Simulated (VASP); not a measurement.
Consider the following.

```
Ag2O
1.0
    4.79254     0.00000     0.00000
    0.00000     4.79254     0.00000
    0.00000     0.00000     4.79254
Ag O
4 2
Direct
  0.75000   0.25000   0.75000
  0.25000   0.75000   0.75000
  0.75000   0.75000   0.25000
  0.25000   0.25000   0.25000
  0.00000   0.00000   0.00000
  0.50000   0.50000   0.50000
```

All values below come from PBE GGA with D3 dispersion (zero damping), VASP's PBE PAW potentials (set 64) (plane waves; VASP). Settings: 520 eV cut-off, 7×7×7 Γ-centred mesh, first-order Methfessel-Paxton smearing of 0.10 eV, potentials Ag O.

**Question.** Estimate the energy per atom (σ→0), band gap (on the k-mesh) with the smallest direct gap where there is one.

**Answer.** 
```yaml
band gap (on the k-mesh): none (metal, semimetal or under 0.01 eV)
energy per atom (σ→0): -3.877 eV/atom
```

The absolute energy has meaning only against runs of the same code, potentials and settings.

The compound is Ag2O in the cuprite structure. It was relaxed first.
